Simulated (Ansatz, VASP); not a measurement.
# Cd4Se3S: VASP beside Ansatz, part 2 of 2

Wanted: the spread between two codes on one cell, functional and k mesh. The cell is generated by rule, not measured, and may not be a known phase. The cell is taken from a series of runs on this material, whose earlier steps may have relaxed, scaled, displaced or heated it; both programs get it as it stands.

VASP 6.6.1 and Ansatz 0.2.0.

So far: The starting structure; Ansatz: relaxation of cell and atoms, PBE.

## Step 3: VASP: relaxation of cell and atoms, PBE

Level of this step: PBE; plane waves and PAW (Cd, S, Se); invented cell (VASP).

The same cell, functional, mesh and smearing now go to VASP, with its own data sets.

Lines of VASP's logs that name or quote its potential files are left out, and so is its time.

File INCAR:

```
SYSTEM = Cd4Se3S
PREC = Accurate
ENCUT = 500
EDIFF = 1E-07
NELM = 120
ISMEAR = 0
SIGMA = 0.02
LREAL = .FALSE.
ALGO = Normal
GGA = PE
NBANDS = 44
LORBIT = 11
LWAVE = .FALSE.
LCHARG = .FALSE.
ISIF = 3
IBRION = 2
NSW = 80
EDIFFG = -0.005
LASPH = .TRUE.
GGA_COMPAT = .FALSE.
NELMIN = 4
EFERMI = MIDGAP
KPAR = 2
```

File POSCAR:

```
Cd4Se3S
1.0
    4.3361780000      0.0000000000      0.0000000000
   -2.1680890000      3.7552400000      0.0000000000
    0.0000000000      0.0000000000     14.1471490000
Cd S Se
4 1 3
Direct
    0.3333332890      0.6666665779      0.0074465180
    0.6666667110      0.3333334221      0.2421674501
    0.3333332890      0.6666665779      0.4973008343
    0.6666667110      0.3333334221      0.7523257159
    0.3333332890      0.6666665779      0.1892561533
    0.6666667110      0.3333334221      0.4322416481
    0.3333332890      0.6666665779      0.6871391543
    0.6666667110      0.3333334221      0.9421226849
```

File KPOINTS:

```
Automatic mesh
0
Gamma
9 9 2
0 0 0
```

PAW data sets: Cd, S and Se (PBE family, release 64).

Run with:

```
$ mpirun -np 2 vasp_std
```

Numbers of over 12 decimals in the logs are rounded to 6 here.

What it wrote:

```text
[banner, memory and clock lines left out]
running    2 mpi-ranks, on    1 nodes
 distrk:  each k-point on    1 cores,    2 groups
 distr:  one band on    1 cores,    1 groups

 POSCAR found type information on POSCAR CdS Se
 POSCAR found :  3 types and       8 ions
 LDA part: xc-table for (Slater+PW92), standard interpolation
 POSCAR, INCAR and KPOINTS ok, starting setup
 FFT: planning ... GRIDC
 FFT: planning ... GRID_SOFT
 FFT: planning ... GRID
 WAVECAR not read
 entering main loop
       N       E                     dE             d eps       ncg     rms          rms(c)
DAV:   1     0.499726742901E+03    0.49973E+03   -0.33374E+04  2112   0.143E+03
DAV:   2     0.770390010003E+01   -0.49202E+03   -0.48144E+03  2384   0.353E+02
DAV:   3    -0.239217780079E+02   -0.31626E+02   -0.31462E+02  2516   0.870E+01
DAV:   4    -0.243074924454E+02   -0.38571E+00   -0.38515E+00  2372   0.926E+00
DAV:   5    -0.243125855843E+02   -0.50931E-02   -0.50923E-02  2388   0.102E+00    0.119E+01
DAV:   6    -0.226483302058E+02    0.16643E+01   -0.37369E+00  2576   0.135E+01    0.952E+00
DAV:   7    -0.226085791410E+02    0.39751E-01   -0.14553E+00  2236   0.477E+00    0.361E+00
DAV:   8    -0.225952979213E+02    0.13281E-01   -0.18934E-01  2380   0.318E+00    0.671E-01
DAV:   9    -0.225953187213E+02   -0.20800E-04   -0.26747E-02  2256   0.137E+00    0.204E-01
DAV:  10    -0.225956294367E+02   -0.31072E-03   -0.24716E-03  2292   0.395E-01    0.122E-01
DAV:  11    -0.225958572820E+02   -0.22785E-03   -0.30140E-04  2316   0.902E-02    0.446E-02
DAV:  12    -0.225959609419E+02   -0.10366E-03   -0.15997E-04  2268   0.632E-02    0.117E-02
DAV:  13    -0.225959692955E+02   -0.83537E-05   -0.23223E-05  2368   0.345E-02    0.703E-03
DAV:  14    -0.225959724960E+02   -0.32005E-05   -0.48170E-06  2240   0.874E-03    0.354E-03
DAV:  15    -0.225959731731E+02   -0.67708E-06   -0.17757E-06  2400   0.829E-03    0.152E-03
DAV:  16    -0.225959730847E+02    0.88395E-07   -0.38815E-07  1648   0.409E-03
   1 F= -.22595973E+02 E0= -.22595973E+02  d E =-.225960E+02
 curvature:   0.00 expect dE= 0.000E+00 dE for cont linesearch  0.000E+00
 trial: gam= 0.00000 g(F)=  0.754E-05 g(S)=  0.244E-02 ort = 0.000E+00 (trialstep = 0.100E+01)
 search vector abs. value=  0.245E-02
 bond charge predicted
       N       E                     dE             d eps       ncg     rms          rms(c)
DAV:   1    -0.226259501569E+02   -0.29977E-01   -0.65175E-01  2256   0.617E+00    0.130E+00
DAV:   2    -0.226001684940E+02    0.25782E-01   -0.69835E-02  2220   0.237E+00    0.428E-01
DAV:   3    -0.225975142356E+02    0.26543E-02   -0.71002E-03  2200   0.509E-01    0.382E-01
DAV:   4    -0.225970002692E+02    0.51397E-03   -0.54219E-04  2176   0.108E-01    0.903E-02
DAV:   5    -0.225968893413E+02    0.11093E-03   -0.33030E-04  2392   0.139E-01    0.224E-02
DAV:   6    -0.225968896767E+02   -0.33545E-06   -0.27740E-05  2272   0.328E-02    0.782E-03
DAV:   7    -0.225968903173E+02   -0.64063E-06   -0.20637E-06  2396   0.552E-03    0.485E-03
DAV:   8    -0.225968902398E+02    0.77503E-07   -0.18080E-07  1512   0.235E-03
   2 F= -.22596890E+02 E0= -.22596890E+02  d E =-.917155E-03
 trial-energy change:   -0.000917  1 .order   -0.000928   -0.002448    0.000592
 step:   0.8019(harm=  0.8054)  dis= 0.00018  next Energy=   -22.596949 (dE=-0.976E-03)
 bond charge predicted
       N       E                     dE             d eps       ncg     rms          rms(c)
DAV:   1    -0.225980843331E+02   -0.11940E-02   -0.25493E-02  2252   0.121E+00    0.253E-01
DAV:   2    -0.225970546381E+02    0.10297E-02   -0.27848E-03  2220   0.473E-01    0.830E-02
DAV:   3    -0.225969547688E+02    0.99869E-04   -0.28488E-04  2208   0.101E-01    0.738E-02
DAV:   4    -0.225969468379E+02    0.79309E-05   -0.20482E-05  2176   0.219E-02    0.170E-02
DAV:   5    -0.225969462722E+02    0.56574E-06   -0.13636E-05  2404   0.286E-02    0.486E-03
DAV:   6    -0.225969469921E+02   -0.71991E-06   -0.11233E-06  2284   0.666E-03    0.157E-03
DAV:   7    -0.225969469664E+02    0.25656E-07   -0.67641E-08  1120   0.104E-03
   3 F= -.22596947E+02 E0= -.22596947E+02  d E =-.973882E-03
 curvature:  -0.40 expect dE=-0.136E-05 dE for cont linesearch -0.394E-07
 trial: gam=-0.00494 g(F)=  0.162E-05 g(S)=  0.177E-05 ort = 0.155E-04 (trialstep = 0.960E+00)
 search vector abs. value=  0.330E-05
 reached required accuracy - stopping structural energy minimisation
```

OUTCAR, selected parts (step 3):

```text
ion  position               nearest neighbor table
   1  0.333  0.667  0.007-   5 2.57   8 2.67   8 2.67   8 2.67
   2  0.667  0.333  0.242-   5 2.61   5 2.61   5 2.61   6 2.69
   3  0.333  0.667  0.497-   6 2.67   6 2.67   6 2.67   7 2.69
   4  0.667  0.333  0.752-   7 2.67   7 2.67   7 2.67   8 2.69
   5  0.333  0.667  0.189-   1 2.57   2 2.61   2 2.61   2 2.61
   6  0.667  0.333  0.432-   3 2.67   3 2.67   3 2.67   2 2.69
   7  0.333  0.667  0.687-   4 2.67   4 2.67   4 2.67   3 2.69
   8  0.667  0.333  0.942-   1 2.67   1 2.67   1 2.67   4 2.69

  LATTYP: Found a hexagonal cell.
 ALAT       =     4.3361780000
 C/A-ratio  =     3.2625849308

 Subroutine GETGRP returns: Found  6 space group operations
 (whereof  6 operations were pure point group operations)

The static configuration has the point symmetry C_3v.

 Found     24 irreducible k-points:

   k-points           NKPTS =     24   k-points in BZ     NKDIM =     24   number of bands    NBANDS=     44

   dimension x,y,z NGX =    32 NGY =   32 NGZ =  108
   dimension x,y,z NGXF=    64 NGYF=   64 NGZF=  216

   ENCUT  =  500.0 eV  36.75 Ry    6.06 a.u.   7.91  7.91 25.79*2*pi/ulx,y,z

   NELECT =      72.0000    total number of electrons

 k-points in reciprocal lattice and weights: Automatic mesh
   0.00000000  0.00000000  0.00000000       0.006
   0.11111111  0.00000000  0.00000000       0.037
   0.22222222  0.00000000  0.00000000       0.037
   0.33333333  0.00000000  0.00000000       0.037
   0.44444444  0.00000000  0.00000000       0.037
   0.11111111  0.11111111  0.00000000       0.037
   0.22222222  0.11111111  0.00000000       0.074
   0.33333333  0.11111111  0.00000000       0.074
   0.44444444  0.11111111  0.00000000       0.037
[...]
0.33333333  0.22222222  0.50000000       0.074
   0.33333333  0.33333333  0.50000000       0.012

 average (electrostatic) potential at core
       1 -40.1577       2 -40.2435       3 -40.1599       4 -40.1792       5 -90.0495
       6 -56.6018       7 -56.6260       8 -56.6295

 E-fermi :   0.9302

 k-point     1 :       0.0000    0.0000    0.0000
  band No.  band energies     occupation
    ...
     32       0.3537      2.00000
     33       0.3537      2.00000
     34       0.5071      2.00000
     35       0.6403      2.00000
     36       0.6403      2.00000
     37       1.2201      0.00000
     38       2.7543      0.00000
     39       2.9781      0.00000
     40       3.0181      0.00000
     41       6.2858      0.00000
    ...

 k-point     2 :       0.1111    0.0000    0.0000
  band No.  band energies     occupation
    ...
     32      -0.0451      2.00000
     33       0.0621      2.00000
     34       0.2370      2.00000
     35       0.4335      2.00000
     36       0.5548      2.00000
     37       2.0035      0.00000
     38       3.1936      0.00000
     39       3.4536      0.00000
     40       3.4656      0.00000
     41       5.9383      0.00000
    ...

 k-point     3 :       0.2222    0.0000    0.0000
  band No.  band energies     occupation
    ...
     32      -0.5575      2.00000
     33      -0.2190      2.00000
     34      -0.0373      2.00000
     35       0.1918      2.00000
     36       0.3401      2.00000
     37       2.8813      0.00000
     38       3.7854      0.00000
     39       3.9495      0.00000
     40       4.0891      0.00000
     41       5.5641      0.00000
    ...

  Total       -0.0052524     -0.0052524      0.0154429     -0.0000000      0.0000000      0.0000000
  in kB       -0.0363368     -0.0363368      0.1068361     -0.0000000      0.0000000      0.0000000
  external PRESSURE =       0.0113875 kB  Pullay stress =       0.0000000 kB

  energy-cutoff  :      500.00
  volume of cell :      231.59
      direct lattice vectors                 reciprocal lattice vectors
     4.343566477 -0.000000000  0.000000000     0.230225554  0.132920797  0.000000000
    -2.171783239  3.761638607  0.000000000     0.000000000  0.265841593  0.000000000
     0.000000000  0.000000000 14.174202378    -0.000000000 -0.000000000  0.070550707

 POSITION                                       TOTAL-FORCE (eV/Angst)
 -----------------------------------------------------------------------------------
      0.00000      2.50776      0.10567         0.000000     -0.000000      0.003946
      2.17178      1.25388      3.43229         0.000000      0.000000     -0.000133
      0.00000      2.50776      7.04899        -0.000000     -0.000000      0.001209
      2.17178      1.25388     10.66377        -0.000000      0.000000      0.000628
      0.00000      2.50776      2.68274        -0.000000     -0.000000     -0.003342
      2.17178      1.25388      6.12670         0.000000      0.000000      0.000545
      0.00000      2.50776      9.73950        -0.000000      0.000000     -0.000881
      2.17178      1.25388     13.35360         0.000000      0.000000     -0.001972
 -----------------------------------------------------------------------------------
    total drift:                               -0.000000      0.000060     -0.001550

  FREE ENERGIE OF THE ION-ELECTRON SYSTEM (eV)
  ---------------------------------------------------
  free  energy   TOTEN  =       -22.5969469664 eV

  energy  without entropy=      -22.5969469664  energy(sigma->0) =      -22.59694697

 reached required accuracy - stopping structural energy minimisation

 total charge
# of ion       s       p       d       tot
------------------------------------------
    1        0.433   0.292   9.557  10.282
    2        0.413   0.268   9.562  10.243
    3        0.437   0.288   9.554  10.279
    4        0.436   0.288   9.554  10.279
    5        1.328   2.361   0.000   3.689
    6        1.445   2.375   0.019   3.839
    7        1.445   2.373   0.019   3.837
    8        1.445   2.375   0.019   3.839
--------------------------------------------------
tot          7.382  10.620  38.284  56.286

[... 3 further parts left out ...]
```

## Step 4: Side by side

Known differences besides the potentials themselves: the data sets hold 134 valence electrons in Ansatz (on its default PAW (the set named soft_2) files) and 72 in VASP; the cutoff is 420 eV in Ansatz and 500 eV in VASP; Ansatz adds a Pulay correction to the stress that steers its cell, VASP none. Total energies have different zeros and are not compared.

Both answers:

```csv
quantity,Ansatz,VASP,difference
volume (Å³),230.36,231.59,-0.53 %
"edge a after relaxation, in the typed setting (Å)",4.336,4.344,-0.17 %
"edge c after relaxation, in the typed setting (Å)",14.147,14.174,-0.19 %
```

## Step 5: Results

```
difference in volume (relaxation of cell and atoms, PBE) : -0.53 %
```

What this shows: The difference in volume is -0.53 % (relaxation of cell and atoms, PBE), within the 1.2 % picked in this series as the mark of a large difference, as far as the stopping tolerances let one tell. The data sets hold unlike numbers of valence electrons (134 in Ansatz and 72 in VASP), so part of the differences comes from the potentials. How closely two codes agree says nothing of how well the functional describes the real material.

[Lines on the potential files, build, host, timing and source positions are cut from VASP's logs without a mark.]

[Logs are printed without paths, hosts, clocks, repeated set-up lines and the standing remarks that a program may print on its own settings, such as how far it seeks lower states.]

[Hosts, paths, dates, database ids (printed as entryN), source tags and the programs' standing remarks are cut or masked in the printed files.]
